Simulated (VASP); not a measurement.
Runs of VASP 6.6.1 on SrMg3O4. Symmetry: P4/mmm, No. 123, tetragonal system. Conventional cell: a = 3.301 Å, b = 3.301 Å, c = 8.980 Å, α = 90.00°, β = 90.00°, γ = 90.00°. Sr (site symmetry 4/mmm) is surrounded by 6 O at 2.33 to 2.47 Å. Mg (site symmetry 4mm) has 5 O at 2.04 to 2.33 Å as nearest neighbours. Around Mg (site symmetry 4/mmm) lie 2 O at 2.02 Å. O (site symmetry 4/mmm) has 6 Mg at 2.04 to 2.33 Å as nearest neighbours. Around O (site symmetry 4mm) lie 1 Mg at 2.02 Å. O (site symmetry 4/mmm) is surrounded by 4 Sr at 2.33 Å and 2 Mg at 2.45 Å. The cell comes from a database or a generator and needn't be the stable form of this composition.

| task | level | potentials or basis | cell | k mesh | cutoff (eV) | smearing | supercell matrix | temperature | mesh quality | gap on the mesh (eV) | pressure (GPa) | largest force (eV/Å) |
| --- | --- | --- | --- | --- | --- | --- | --- | --- | --- | --- | --- | --- |
| single point | LDA | VASP PAW LDA potentials, release 64 (Sr_sv, Mg_pv, O) | as given | 8 × 8 × 3 | 520 | gaussian 0.05 eV | - | - | not flagged | 2.04 | -8.0 | (a) |
| single point | TPSS+D2 | VASP PAW PBE potentials, release 64 (Sr_sv_GW, Mg_sv_GW, O_GW) | as given | 8 × 8 × 3 | 600 | gaussian 0.05 eV | - | - | not flagged | 2.28 | (b) | 0.06 |
| dielectric tensor | PW91+D3(BJ) | VASP PAW PBE potentials, release 64 (Sr_sv, Mg, O) | as given | 8 × 8 × 3 | 520 | fermi-dirac 0.02 eV | - | - | not flagged | 2.18 | - | - |
| single point | vdW-DF | VASP PAW PBE potentials, release 64 (Sr_sv, Mg, O) | as given | 8 × 8 × 3 | 520 | tetrahedron | - | - | not flagged | 2.43 | 2.0 | 0.10 |

Alike in all rows: no spin polarisation.

Q: Fill in the values left out.

A: (a) 0.17; (b) -8.4.

Caveats: an odd mesh through Γ misses points on the zone boundary, where band edges often lie; the PAW data sets were made with another functional, which shifts forces and pressure a little (some runs).

A k mesh can miss the band edges, and the runs leave out spin-orbit coupling on Sr.

The runs don't all hold the same shells in valence.
